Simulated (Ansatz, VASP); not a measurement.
# Ni in two plane-wave programs, part 2 of 2

Aim: how closely do two programs agree when they are given the same cell, functional and k mesh? The cell is taken from a series of VASP runs on this material, whose earlier steps may have relaxed, scaled or displaced it; both programs get it as it stands.

VASP 6.6.1 and Ansatz 0.2.0.

So far: Starting point; VASP: relaxation of cell and atoms, r2SCAN.

### 3. Ansatz: relaxation of cell and atoms, r2SCAN

Level of this step: Ansatz beside VASP: Kohn-Sham DFT, plane waves, r2SCAN (Ansatz).

Ansatz runs on its default PAW (the set named soft_2) files.

The same cell, functional, mesh and smearing now go to Ansatz, which takes its cutoff from its data sets.

File input.yaml:

```yaml
crystal:
  lattice:
    - [0.0, 1.7393587753, 1.7393587753]
    - [1.7393587753, 0.0, 1.7393587753]
    - [1.7393587753, 1.7393587753, 0.0]
  atoms:
    - { symbol: Ni, position: [0.0, 0.0, 0.0], spin: 1.0 }
hamiltonian:
  xc: r2scan
  pseudopotentials: { kind: paw }
magnetization:
  spin_polarized: true
kpoints:
  mp_grid: { grid: [24, 24, 24] }
scf:
  occupations: { method: methfessel_paxton, width: 0.15 }
relax:
  f_tol: 0.01
  max_steps: 60
  cell: { stress_tol: 0.05 }
output:
  forces: true
  stress: true
  write_density: true
  write_potential: true
  elf: true
  volumetric_format: npy
```

The run is started by

```sh
$ ansatz run input.yaml --threads 4 --pin off --max-ram 9216MiB --backend cpu --events-out ev --progress --plain --runs-dir out
```

Numbers of over 12 decimals in the logs are rounded to 6 here.

The program printed:

```text
Engine: ansatz 0.2.0, x86_64-unknown-linux-gnu
Pseudopotentials: kind: paw
Pseudopotential: Ni, paw, valence charge 18, recommended cutoff 500 eV (meta_gga), Ni.paw.azcp
Functional definition: r2SCAN
  parameter k0 = 0.174
  parameter k1 = 0.065
  parameter a1 = 4.9479
  exchange = r2scan_x(k0 = k0, k1 = k1, a1 = a1)
  correlation = r2scan_c
Crystal: 1 atoms, lattice volume = 10.524 Å³
Basis set: ecut = 500 eV, 283 PW (Γ), exchange–correlation on 72×72×72 points (64 copies of the dense FFT grid, shifted against one another)
Bands: 14, of which v1, the nominal top of the filled ones, is band 9 counted from 1 (8 counted from 0)
Symmetry: 48 space group operations
Space group: Fm-3m (ITA 225), of the structure as read, at distance tolerance 2.2e-5 Å
Magnetic group: BNS 225.116 (UNI 1618), of the structure as read, at distance tolerance 2.2e-5 Å
k-points: 413 of 13824
Non-local potential: Ni, projectors of the file, l = 0: 3, l = 1: 2, l = 2: 3, l = 3: 1
PAW form: soft (Blöchl's): semilocal exchange-correlation on the pseudo side does not see the compensation charge
PAW frozen core: Ni, regenerated for the run's functional (the file was generated under x = pbe(κ = 0.804, μ = 0.219515), c = pbe(β = 0.066725))
PAW one-centre angular grid: Ni, 590 points (default); XC on 160 Gauss nodes
Initial density: superposition of atomic densities (chi_scale 0.1, normalization cell)
Starting moments: Σ|m| = 1 μB on 1 of 1 site
Initial wavefunctions: pseudopotential atomic-orbital guess
Functional: x = r2scan, c = r2scan; τ floored in thin density (d = 2e-4 eV/Å³)
iter 1 solved again at ethr=2.70e-3 eV; its pass at ethr=3.10e-3 eV (dr2=4.87e-1 eV) is discarded
SCF iter   1: F=—  HF=-5844.444667 eV  |F-HF|=—  |Δ(HF+E_count)|=         —  Δρ=6.20e-2 (↑1.19e-2 ↓6.20e-2)  dr2=3.17e-1  dr2_τ=5.26e-3  dr2_m=7.50e-2  M=0.947 μB ∫|m|=1.039 μB  β_m=1.00  ethr=2.70e-3  ⟨swp⟩=3.3  Hψ=89859  notcnv=0
Mixer restart at iter 1: flushing history
preconditioner: auto → none  [metal: Δε(μ)=0.003 eV  Ē_g=17.259 eV  σ=0.150 eV  W_gap=0.01  n_scr=0 (ndim 8)  ℏωp=36.2 eV  f_vac=0.000  D(μ)=1.32/eV (n_scr^D=14)]
SCF iter   2: F=—  HF=-5844.338367 eV  |F-HF|=—  |Δ(HF+E_count)|=   1.06e-1  Δρ=2.76e-2 (↑2.05e-2 ↓2.76e-2)  dr2=9.16e-2  dr2_τ=7.52e-4  dr2_m=2.73e-3  M=0.880 μB ∫|m|=1.031 μB  β_m=1.00  ethr=1.76e-3  ⟨swp⟩=4.1  Hψ=26040  notcnv=0  defer=35  κ⁻¹=1.0e0(r=1)
SCF iter   3: F=—  HF=-5844.631922 eV  |F-HF|=—  |Δ(HF+E_count)|=         —  Δρ=1.96e-2 (↑9.79e-3 ↓1.96e-2)  dr2=2.77e-2  dr2_τ=2.07e-4  dr2_m=3.12e-3  M=0.850 μB ∫|m|=1.013 μB  β_m=1.00  ethr=5.09e-4  ⟨swp⟩=2.1  Hψ=21440  notcnv=0  defer=400
Mixer restart at iter 3: flushing history
SCF iter   4: F=—  HF=-5844.904409 eV  |F-HF|=—  |Δ(HF+E_count)|=   2.72e-1  Δρ=1.37e-2 (↑8.08e-3 ↓1.37e-2)  dr2=1.67e-2  dr2_τ=1.83e-4  dr2_m=9.14e-4  M=0.829 μB ∫|m|=1.001 μB  β_m=1.00  ethr=1.54e-4  ⟨swp⟩=2.2  Hψ=22665  notcnv=0  defer=408  κ⁻¹=1.0e0(r=1)
SCF iter   5: F=—  HF=-5845.266835 eV  |F-HF|=—  |Δ(HF+E_count)|=   3.62e-1  Δρ=8.76e-3 (↑3.96e-3 ↓8.76e-3)  dr2=1.02e-2  dr2_τ=3.70e-5  dr2_m=1.13e-3  M=0.770 μB ∫|m|=0.951 μB  β_m=1.00  ethr=9.27e-5  ⟨swp⟩=2.4  Hψ=23401  notcnv=0  defer=408  κ⁻¹=1.6e-1(r=2)
SCF iter   6: F=—  HF=-5845.277278 eV  |F-HF|=—  |Δ(HF+E_count)|=   1.04e-2  Δρ=7.82e-3 (↑3.49e-3 ↓7.82e-3)  dr2=8.27e-3  dr2_τ=3.16e-5  dr2_m=1.01e-3  M=0.764 μB ∫|m|=0.946 μB  β_m=1.00  ethr=5.67e-5  ⟨swp⟩=1.0  Hψ=15853  notcnv=0  defer=408  κ⁻¹=6.6e-3(r=3)
SCF iter   7: F=—  HF=-5845.276296 eV  |F-HF|=—  |Δ(HF+E_count)|=   9.82e-4  Δρ=6.03e-3 (↑2.75e-3 ↓6.03e-3)  dr2=4.44e-3  dr2_τ=3.96e-6  dr2_m=3.34e-4  M=0.758 μB ∫|m|=0.928 μB  β_m=1.00  ethr=4.59e-5  ⟨swp⟩=2.4  Hψ=18821  notcnv=0  defer=411  κ⁻¹=1.6e-3(r=4)
SCF iter   8: F=—  HF=-5845.285551 eV  |F-HF|=—  |Δ(HF+E_count)|=   9.26e-3  Δρ=4.40e-3 (↑2.00e-3 ↓4.40e-3)  dr2=2.39e-3  dr2_τ=2.45e-6  dr2_m=2.00e-4  M=0.752 μB ∫|m|=0.921 μB  β_m=1.00  ethr=2.47e-5  ⟨swp⟩=1.0  Hψ=11752  notcnv=0  defer=408  κ⁻¹=5.7e-5(r=5)
SCF iter   9: F=—  HF=-5845.296593 eV  |F-HF|=—  |Δ(HF+E_count)|=   1.10e-2  Δρ=6.14e-4 (↑4.65e-4 ↓6.14e-4)  dr2=5.31e-5  dr2_τ=3.11e-7  dr2_m=3.58e-6  M=0.734 μB ∫|m|=0.901 μB  β_m=1.00  ethr=1.33e-5  ⟨swp⟩=2.0  Hψ=20233  notcnv=0  defer=423  κ⁻¹=1.3e-5(r=6)
SCF iter  10: F=—  HF=-5845.296685 eV  |F-HF|=—  |Δ(HF+E_count)|=   9.21e-5  Δρ=2.77e-4 (↑1.95e-4 ↓2.77e-4)  dr2=8.86e-7  dr2_τ=2.23e-8  dr2_m=5.10e-6  M=0.735 μB ∫|m|=0.902 μB  β_m=1.00  ethr=2.95e-7  ⟨swp⟩=2.0  Hψ=20765  notcnv=0  defer=420  κ⁻¹=1.3e-5(r=7)
SCF iter  11: F=—  HF=-5845.289884 eV  |F-HF|=—  |Δ(HF+E_count)|=         —  Δρ=6.09e-4 (↑6.09e-4 ↓2.92e-4)  dr2=2.24e-5  dr2_τ=1.11e-7  dr2_m=1.23e-5  M=0.738 μB ∫|m|=0.905 μB  β_m=1.20  ethr=4.92e-9  ⟨swp⟩=2.4  Hψ=18975  notcnv=0  defer=420
Mixer restart at iter 11: flushing history
iteration 11: the input's own smearing fills from here on; a Gaussian of 0.15 eV has filled iterations ahead of it
SCF iter  12: F=—  HF=-5845.289984 eV  |F-HF|=—  |Δ(HF+E_count)|=   9.97e-5  S|Δr|=    0.00e0  Δρ=2.22e-4 (↑2.22e-4 ↓1.72e-4)  dr2=3.84e-6  dr2_τ=9.03e-8  dr2_m=3.01e-7  M=0.738 μB ∫|m|=0.905 μB  β_m=1.20  ethr=4.92e-9  ⟨swp⟩=3.3  Hψ=23893  notcnv=0  defer=420  κ⁻¹=1.0e0(r=1)
SCF iter  13: F=—  HF=-5845.289994 eV  |F-HF|=—  |Δ(HF+E_count)|=   9.96e-6  S|Δr|=    0.00e0  Δρ=1.36e-4 (↑1.27e-4 ↓1.36e-4)  dr2=7.54e-7  dr2_τ=2.00e-8  dr2_m=5.27e-7  M=0.737 μB ∫|m|=0.904 μB  β_m=1.20  ethr=4.92e-9  ⟨swp⟩=2.0  Hψ=18461  notcnv=0  defer=420  κ⁻¹=2.7e-2(r=2)
SCF iter  14: F=—  HF=-5845.289999 eV  |F-HF|=—  |Δ(HF+E_count)|=   4.77e-6  S|Δr|=    0.00e0  Δρ=1.09e-4 (↑1.09e-4 ↓1.07e-4)  dr2=5.13e-7  dr2_τ=1.44e-8  dr2_m=2.83e-7  M=0.737 μB ∫|m|=0.904 μB  β_m=1.20  ethr=4.19e-9  ⟨swp⟩=1.5  Hψ=12559  notcnv=0  defer=420  κ⁻¹=6.3e-4(r=3)
SCF iter  15: F=—  HF=-5845.290019 eV  |F-HF|=—  |Δ(HF+E_count)|=   2.03e-5  S|Δr|=    0.00e0  Δρ=3.67e-5 (↑2.36e-5 ↓3.67e-5)  dr2=2.27e-8  dr2_τ=3.24e-10  dr2_m=8.24e-8  M=0.736 μB ∫|m|=0.903 μB  β_m=1.20  ethr=5.56e-10  ⟨swp⟩=6.9  Hψ=75065  notcnv=0  κ⁻¹=7.1e-5(r=4)
SCF iter  16: F=—  HF=-5845.290020 eV  |F-HF|=—  |Δ(HF+E_count)|=   1.06e-6  S|Δr|=    0.00e0  Δρ=2.96e-5 (↑1.27e-5 ↓2.96e-5)  dr2=2.04e-8  dr2_τ=7.42e-11  dr2_m=4.21e-8  M=0.736 μB ∫|m|=0.903 μB  β_m=1.20  ethr=1.26e-10  ⟨swp⟩=7.7  Hψ=62417  notcnv=0  κ⁻¹=7.9e-6(r=5)
SCF iter  17: F=—  HF=-5845.290020 eV  |F-HF|=—  |Δ(HF+E_count)|=   5.03e-7  S|Δr|=    0.00e0  Δρ=2.17e-5 (↑1.05e-5 ↓2.17e-5)  dr2=9.21e-9  dr2_τ=4.21e-11  dr2_m=2.44e-8  M=0.736 μB ∫|m|=0.902 μB  β_m=1.20  ethr=1.13e-10  ⟨swp⟩=7.3  Hψ=60352  notcnv=0  κ⁻¹=2.9e-6(r=6)
SCF iter  18: F=-5845.290021 eV  HF=-5845.290021 eV  |F-HF|=8.58e-8  |Δ(HF+E_count)|=   6.84e-7  S|Δr|=    0.00e0  Δρ=5.77e-6 (↑5.77e-6 ↓4.98e-6)  dr2=1.35e-10  dr2_τ=6.91e-12  dr2_m=2.61e-9  M=0.736 μB ∫|m|=0.902 μB  ethr=5.12e-11  ⟨swp⟩=8.2  Hψ=64693  notcnv=0
SCF 1 converged in 18 iterations: F = -5845.290021 eV  dr2 = 1.35e-10
  greatest PAW one-centre occupation: 1.001 electrons in one spin orbital (limit 2), on the Ni atom at site 0 (counted from 0), in its partial waves of l = 1
relax step   1: F+E_penalty+E_count = -5845.29002120 eV  Δ(F+E_penalty+E_count) = +0.000e0 eV  max|allowed force component| = 0.000e0 eV/Å  Δτ_max = 0.0000 Å  P = -0.256 GPa  Ω = 10.524 Å³  (18 SCF iters, dr2 threshold 1.00e-7 eV, accepted)
[...]
relax step   2: F+E_penalty+E_count = -5845.29003518 eV  Δ(F+E_penalty+E_count) = -1.398e-5 eV  max|allowed force component| = 0.000e0 eV/Å  Δτ_max = 0.0000 Å  P = -0.136 GPa  Ω = 10.519 Å³  energy of the carried Pulay correction = +6.718e-6 eV  (6 SCF iters, dr2 threshold 1.00e-7 eV, accepted)
[...]
relax step   3: F+E_penalty+E_count = -5845.29004565 eV  Δ(F+E_penalty+E_count) = -1.047e-5 eV  max|allowed force component| = 0.000e0 eV/Å  Δτ_max = 0.0000 Å  P = +0.001 GPa  Ω = 10.512 Å³  energy of the carried Pulay correction = +1.431e-5 eV  (6 SCF iters, dr2 threshold 4.61e-8 eV, accepted)
[...]
relax step   4: F+E_penalty+E_count = -5845.29003031 eV  Δ(F+E_penalty+E_count) = +1.533e-5 eV  max|allowed force component| = 0.000e0 eV/Å  Δτ_max = 0.0000 Å  P = -0.003 GPa  Ω = 10.512 Å³  stress off target by 2.64e-3 GPa  SCF on the basis re-selected at this cell (its energy is not comparable with the rows above)  (8 SCF iters)
basis re-selected at this cell: Δ(F+E_penalty+E_count) = +1.533e-5 eV, ΔP = -0.003 GPa vs the last step (what re-selecting the basis moved, of the pressure what is left beyond the Pulay correction that the steps carried, after the strain that the cell walked since its last selection, with what the two solves' SCF thresholds leave and, on support functions, any second-order correction that the steps lacked; it is no measure of the basis error at this ecutwfc). This SCF's stress stands 2.64e-3 GPa from its target on what of the cell is left free (relax.cell.stress_tol is 5.00e-2 GPa) and its largest allowed force component is 0.00e0 eV/Å (relax.f_tol is 1.00e-2 eV/Å): [rest of the remark cut]
SCF converged after 8 iterations
Stability not checked: this state was not tested for a lower state beside it, because cold or Methfessel-Paxton smearing, or corrected tetrahedra, fill the levels in a way that the test cannot read (fill_not_monotonic; see scf.lower_state_search)
Magnetization: 0.7349 μB (9.3675 up, 8.6325 down)
Absolute magnetization: 0.9018 μB (∫|ρ↑−ρ↓|, with the PAW one-centre terms)
Spin contamination: 0.0200 ħ² per cell (⟨S²⟩ above its minimum at these occupations)
Per-site moments (μB) at R_I (Å): [(0.801345, 1.014275)]
Free energy (F): -5845.290030 eV
Harris-Foulkes:  -5845.290030 eV  (|F-HF|=9.09e-13)
Internal energy: -5845.291006 eV  (E = F + TS)
E sigma→0 (E₀):  -5845.290274 eV
Entropy (-TS):   0.000976 eV (0.976 meV/atom)
Fermi energy:    18.924870 eV
--- Per-component energies (eV) ---
  E_band       = -297.733571
  E_kinetic    = 282.257396
  E_local      = -3385.806404  (includes V_loc(G=0)·N_el)
  E_nonlocal   = 640.010456
  E_hartree    = 1417.082855
  E_xc         = -78.976841
  E_vxc        = -117.266983  (∫ρ·V_xc dr)
  E_paw        = -1643.843500  (= ΣΔE_a)
  E_vpaw       = -559.795060  (= ΣTr[D̂ρ^β])
  E_aug_tail   = 0.000240  (compensation charges beyond the density's cutoff)
  E_vtau       = 8.701053  (kinetic-family band-sum trace: ∫τ·v_τ [+ j·A + Jᵃ·Aᵃ] dr)
  E_ewald      = -3075.715139
  E_core_change = -0.300069  (= ΣΔE_core)
  E_smearing   = 0.000976  (= −TS)
  E_closure    = 0.000000  (closes the sum)
  Σ components = -5845.290030   (vs F -5845.290030, Δ=0.00e0)
--- Forces (eV/Å), atoms counted from 1 ---
  atom   1  Ni    -0.00000000     0.00000000    -0.00000000
  max |Σ_I F_I| component: 2.05e-32 eV/Å
--- Stress (GPa, compression-positive) ---
       -0.002643      -0.000000       0.000000
        0.000000      -0.002643      -0.000000
        0.000000      -0.000000      -0.002643
  P = ⅓ Tr σ = -0.0026 GPa (-0.026 kbar)
--- Band table (eV; the first three rows and the last of 826) ---
  k-point 0 ↑: bands = [... 5 lower, 15.8263, 15.8263, 15.8263, 17.1903, 17.1903, 43.4640, 47.9281, 47.9281, ... 1 higher]
  k-point 1 ↑: bands = [... 5 lower, 15.8076, 15.8428, 15.8428, 17.1832, 17.1832, 43.2690, 46.7532, 47.7138, ... 1 higher]
  k-point 2 ↑: bands = [... 5 lower, 15.7547, 15.8891, 15.8891, 17.1645, 17.1645, 42.3838, 45.3466, 47.2499, ... 1 higher]
  k-point 412 ↓: bands = [... 5 lower, 16.2064, 16.2064, 17.8621, 19.4967, 27.1079, 27.1079, 29.3957, 30.9658, ... 1 higher]
--- Relaxed structure (3 steps of the walk, 3 accepted, 1 SCFs on fresh bases) ---
  F+E_penalty+E_count = -5845.29003031 eV   max|allowed force component| = 0.000e0 eV/Å   (the final SCF, on the basis selected at the relaxed cell)
  cell:  # Å, volume = 10.5119 Å³
    - [0, 1.738669, 1.738669]
    - [1.738669, 0, 1.738669]
    - [1.738669, 1.738669, 0]
  atoms:
    - { symbol: Ni, position: [0.0, 0.0, 0.0] }
```

Run time: 15 s. Hardware: 4 threads of Intel Xeon Platinum 8488C (Sapphire Rapids), shared host; peak memory 0.55 GiB; 54 s of CPU time.

### 4. Side by side

Known differences besides the potentials themselves: VASP keeps PBE cores, Ansatz makes them for the functional; both relaxations stop at a tolerance, which leaves soft axes loose, and VASP keeps its plane-wave basis; the data sets hold 18 valence electrons in Ansatz (default PAW (the set named soft_2) files) and 10 in VASP; the cutoff is 500 eV in Ansatz and 520 eV in VASP; Ansatz adds a Pulay correction to the stress that steers its cell, VASP none; site moments are counted in spheres of each program's own size. Total energies have different zeros and are not compared.

Compared:

```csv
quantity,Ansatz,VASP,difference
volume (Å³),10.51,10.52,-0.12 %
"edge a after relaxation, in the typed setting (Å)",2.459,2.460,-0.04 %
total moment (μB),0.73,0.71,+0.02
moment on Ni1 (μB),0.80,0.73,+0.07
```

The walks stopped with 0.00 GPa left in Ansatz and -0.05 GPa in VASP; each walk ends within a tolerance, so the volume difference is uncertain by about these residues over the bulk modulus, most in soft cells.

### 5. VASP: relaxation of cell and atoms, LDA

The relaxed volume is the usual yardstick between codes: its relative difference is about their pressure difference at one cell divided by the bulk modulus. The cell compared in this pair holds 10.01 Å³, against 10.52 Å³ for the pair before.

File INCAR:

```
SYSTEM = Ni
PREC = Accurate
ENCUT = 520
EDIFF = 1E-07
NELM = 100
ISMEAR = 1
SIGMA = 0.15
LREAL = .FALSE.
ALGO = Normal
GGA = CA
NBANDS = 12
ISPIN = 2
MAGMOM = 1
LASPH = .TRUE.
LMAXMIX = 4
LORBIT = 11
LWAVE = .FALSE.
LCHARG = .FALSE.
KPAR = 4
IBRION = 2
NSW = 50
ISIF = 3
EDIFFG = -0.005
```

File POSCAR:

```
Ni
1.0
    0.0000000000      1.7106525954      1.7106525954
    1.7106525954      0.0000000000      1.7106525954
    1.7106525954      1.7106525954      0.0000000000
Ni
1
Direct
    0.0000000000      0.0000000000      0.0000000000
```

File KPOINTS:

```
Automatic mesh
0
Gamma
24 24 24
0 0 0
```

Potentials, in the order of the species: Ni (LDA family, release 64).

The run is started by

```sh
$ mpirun -np 4 vasp_std
```

The program printed:

```text
[banner, memory and clock lines left out]
running    4 mpi-ranks, on    1 nodes
[...]
LDA part: xc-table for (Slater(with rela. corr.)+CA(PZ))
 , standard interpolation
 POSCAR, INCAR and KPOINTS ok, starting setup
[...]
entering main loop
       N       E                     dE             d eps       ncg     rms          rms(c)
DAV:   1     0.308608013378E+02    0.30861E+02   -0.45685E+03 20508   0.111E+03
DAV:   2    -0.649509222102E+01   -0.37356E+02   -0.34983E+02 21252   0.177E+02
DAV:   3    -0.768208562772E+01   -0.11870E+01   -0.11800E+01 22724   0.347E+01
DAV:   4    -0.769133891501E+01   -0.92533E-02   -0.92510E-02 22744   0.279E+00
[...]
DAV:  11    -0.657928281548E+01    0.18076E-04   -0.23259E-05 28212   0.362E-02    0.228E-02
DAV:  12    -0.657928474300E+01   -0.19275E-05   -0.43672E-06 28628   0.150E-02    0.498E-03
DAV:  13    -0.657928465547E+01    0.87530E-07   -0.53227E-08 14044   0.245E-03
   1 F= -.65792847E+01 E0= -.65791200E+01  d E =-.657928E+01  mag=     0.5531
[...]
DAV:   4    -0.657928329436E+01    0.41272E-05   -0.30501E-06 23908   0.116E-02    0.994E-03
DAV:   5    -0.657928287194E+01    0.42242E-06   -0.80055E-07 26356   0.520E-03    0.174E-03
DAV:   6    -0.657928289377E+01   -0.21838E-07   -0.14538E-08 10896   0.980E-04
   2 F= -.65792829E+01 E0= -.65791138E+01  d E =0.176170E-05  mag=     0.5533
 trial-energy change:    0.000002  1 .order    0.000001   -0.000007    0.000010
 step:   0.4136(harm=  0.4136)  dis= 0.00000  next Energy=    -6.579286 (dE=-0.146E-05)
[...]
N       E                     dE             d eps       ncg     rms          rms(c)
DAV:   1    -0.657934744533E+01   -0.64573E-04   -0.83726E-04 25352   0.423E-01    0.658E-02
DAV:   2    -0.657930421533E+01    0.43230E-04   -0.77815E-04 25560   0.352E-01    0.318E-02
DAV:   3    -0.657928745695E+01    0.16758E-04   -0.10896E-04 25248   0.140E-01    0.104E-02
DAV:   4    -0.657928603737E+01    0.14196E-05   -0.10325E-06 23732   0.677E-03    0.582E-03
DAV:   5    -0.657928588025E+01    0.15712E-06   -0.25969E-07 16784   0.302E-03    0.103E-03
DAV:   6    -0.657928588719E+01   -0.69406E-08   -0.15524E-08 10452   0.106E-03
   3 F= -.65792859E+01 E0= -.65791194E+01  d E =-.123172E-05  mag=     0.5532
[...]
reached required accuracy - stopping structural energy minimisation
```

Parts of OUTCAR (step 5):

```text
  Total       -0.0004543     -0.0004543     -0.0004543      0.0000000      0.0000000      0.0000000
  in kB       -0.0726632     -0.0726632     -0.0726632      0.0000000      0.0000000      0.0000000
  external PRESSURE =      -0.0726632 kB  Pullay stress =       0.0000000 kB

 POSITION                                       TOTAL-FORCE (eV/Angst)
 -----------------------------------------------------------------------------------
      0.00000      0.00000      0.00000         0.000000      0.000000      0.000000
 -----------------------------------------------------------------------------------
    total drift:                                0.000000     -0.000000     -0.000000

  FREE ENERGIE OF THE ION-ELECTRON SYSTEM (eV)
  ---------------------------------------------------
  free  energy   TOTEN  =        -6.5792858872 eV

  energy  without entropy=       -6.5787864878  energy(sigma->0) =       -6.57911942

 magnetization (x)
# of ion       s       p       d       tot
------------------------------------------
    1       -0.005  -0.019   0.578   0.553

[... 2 parts as in an earlier step ...]

[... 2 further parts left out ...]
[key lines of the parts left out:]
E-fermi :  10.2601
```

### 6. Ansatz: relaxation of cell and atoms, LDA

The same cell, functional (in two slightly different forms), mesh and smearing now go to Ansatz, which takes its cutoff from its data sets.

The cell is taken from a series of VASP runs on this material, whose earlier steps may have relaxed, scaled or displaced it; both programs get it as it stands.

input.yaml, the sections that differ from step 3:

```yaml
crystal:
  lattice:
    - [0.0, 1.7106525954, 1.7106525954]
    - [1.7106525954, 0.0, 1.7106525954]
    - [1.7106525954, 1.7106525954, 0.0]
  atoms:
    - { symbol: Ni, position: [0.0, 0.0, 0.0], spin: 1.0 }
hamiltonian:
  xc: lda
  pseudopotentials: { kind: paw }
output:
  forces: true
  stress: true
# magnetization, kpoints, scf, relax: as in step 3
```

The run is started by

```sh
$ ansatz run input.yaml --threads 4 --pin off --max-ram 9216MiB --backend cpu --events-out ev --progress --plain --runs-dir out
```

The program printed:

```text
[...]
Crystal: 1 atoms, lattice volume = 10.012 Å³
Basis set: ecut = 420 eV, 181 PW (Γ)
Bands: 14, of which v1, the nominal top of the filled ones, is band 9 counted from 1 (8 counted from 0)
Symmetry: 48 space group operations
[...]
k-points: 413 of 13824
[...]
Starting moments: Σ|m| = 1 μB on 1 of 1 site
[...]
-0.000000       0.001477      -0.000000
        0.000000      -0.000000       0.001477
  P = ⅓ Tr σ = 0.0015 GPa (0.015 kbar)
--- Relaxed structure (3 steps of the walk, 3 accepted, 1 SCFs on fresh bases) ---
[...]
cell:  # Å, volume = 10.0245 Å³
    - [0, 1.711372, 1.711372]
    - [1.711372, 0, 1.711372]
    - [1.711372, 1.711372, 0]
  atoms:
    - { symbol: Ni, position: [0.0, 0.0, 0.0] }
[key lines of the parts left out:]
SCF converged after 7 iterations
Magnetization: 0.5774 μB (9.2887 up, 8.7113 down)
Free energy (F): -5773.377465 eV
Fermi energy:    19.660260 eV
```

It took 6.7 s on 4 threads; peak memory 0.46 GiB; 23 s of CPU time.

### 7. Comparison

What differs besides the data sets and the points named for the pairs above, as far as they apply: the two LDA forms differ slightly; the cutoff is 420 eV in Ansatz and 520 eV in VASP; VASP's log shows a relativistic correction to its local exchange, Ansatz's none. Total energies have different zeros and are not compared.

Compared:

```csv
quantity,Ansatz,VASP,difference
volume (Å³),10.02,10.02,+0.08 %
"edge a after relaxation, in the typed setting (Å)",2.420,2.420,+0.02 %
total moment (μB),0.58,0.55,+0.02
moment on Ni1 (μB),0.60,0.55,+0.05
```

The walks stopped with 0.00 GPa left in Ansatz and -0.01 GPa in VASP; each walk ends within a tolerance, so the volume difference is uncertain by about these residues over the bulk modulus, most in soft cells.

### 8. Outcome

* difference in volume (relaxation of cell and atoms, r2SCAN): -0.12 %
* difference in volume (relaxation of cell and atoms, LDA): 0.084 %

**Reading.** The difference in volume is -0.12 % (relaxation of cell and atoms, r2SCAN), within the 1.2 % picked in this series as the mark of a large difference, as far as the stopping tolerances let one tell. Such differences can come from data sets, numerical settings and the points named under the comparisons, not from the functional's error against experiment.

[Lines on the potential files, build, host, timing and source positions are cut from VASP's logs without a mark.]

[Logs are printed without paths, hosts, clocks, repeated set-up lines and the standing remarks that a program may print on its own settings, such as how far it seeks lower states.]

[Hosts, paths, dates, database ids (printed as entryN), source tags and the programs' standing remarks are cut or masked in the printed files.]
